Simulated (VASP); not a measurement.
Here is the system:

```yaml
crystal:
  lattice:
    - [4.29000, 0.00000, 0.00000]
    - [0.00000, 4.29000, 0.00000]
    - [0.00000, 0.00000, 4.29000]
  atoms:
    - { symbol: Cs, position: [0.00000, 0.00000, 0.00000] }
    - { symbol: Br, position: [0.50000, 0.50000, 0.50000] }
```
Cell charge -0.02.

The numbers are results of PBE GGA, VASP's PBE PAW potentials (set 64) (plane waves; VASP), not measurements. Numerical set-up: NELECT = 16.02, 400 eV cut-off, 6×6×6 Γ-centred mesh, Gaussian smearing of 0.050 eV, potentials Cs_sv Br.

The cell is charged, with a uniform compensating background. Unless said otherwise, spin-orbit coupling is left out, though it shifts the bands of the heavy elements here.

Problem. Predict the energy per atom (σ→0), pressure, band gap (on the k-mesh) with the smallest direct gap where there is one.

Solution. 
```yaml
band gap (on the k-mesh): none (metal, semimetal or under 0.01 eV)
energy per atom (σ→0): -285.5 kJ/mol of atoms
pressure: 1.28 GPa
```

Only differences to runs with the same potentials and settings are physical.

The compound is CsBr in the CsCl type structure. The cell was not relaxed at this level. The run is one of a series of settings (NELECT = 16.02 against the base run), some of them coarse on purpose.
